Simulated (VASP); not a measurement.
A convergence study with VASP on LiH (rock salt): one setting is varied, all else stays as given below, so the limit is that of these other settings. Each run relaxes cell and ions from the cell shown. The basis is that of the starting cell, so low cut-offs carry a Pulay error.

```yaml
crystal:
  lattice:
    - [0.00000, 2.04000, 2.04000]
    - [2.04000, 0.00000, 2.04000]
    - [2.04000, 2.04000, 0.00000]
  atoms:
    - { symbol: Li, position: [0.00000, 0.00000, 0.00000] }
    - { symbol: H, position: [0.50000, 0.50000, 0.50000] }
```

Level of theory: PBE GGA, VASP's PBE PAW potentials (set 64) (plane waves; VASP). The tightest run used: 800 eV cut-off, 9×9×9 Γ-centred mesh, Gaussian smearing of 0.050 eV, potentials Li_sv H.

Gaps are read on the run's mesh, which can miss a band edge.

```
setting      relaxed volume (Å³/atom)  E (eV/atom)  gap on the mesh (eV)  plane waves
-----------  ------------------------  -----------  --------------------  -----------
ENCUT = 250                     6.244      -3.9472                 2.905          169
ENCUT = 300                     6.604      -3.3849                 3.055          206
ENCUT = 350                     7.178      -3.1647                 3.179          265
ENCUT = 400                     7.604      -3.0916                 3.235          331
ENCUT = 450                     7.860      -3.0688                 3.261          378
```

Problem. These are the cheaper rows. Estimate the results at ENCUT = 800, and how far the last row shown lies from them.

Solution. 
```json
[
 {"quantity": "relaxed volume (Å³/atom)", "tightest run": "8.016", "last row shown is off by": "-0.156"},
 {"quantity": "E (eV/atom)", "tightest run": "-3.0636", "last row shown is off by": "-0.0052"},
 {"quantity": "gap on the mesh (eV)", "tightest run": "3.276", "last row shown is off by": "-0.015"}
]
```

Left out are rungs that failed or repeat a setting and relaxations that didn't move; long series are thinned to 24 rows.

The compound is LiH in the rock salt structure.
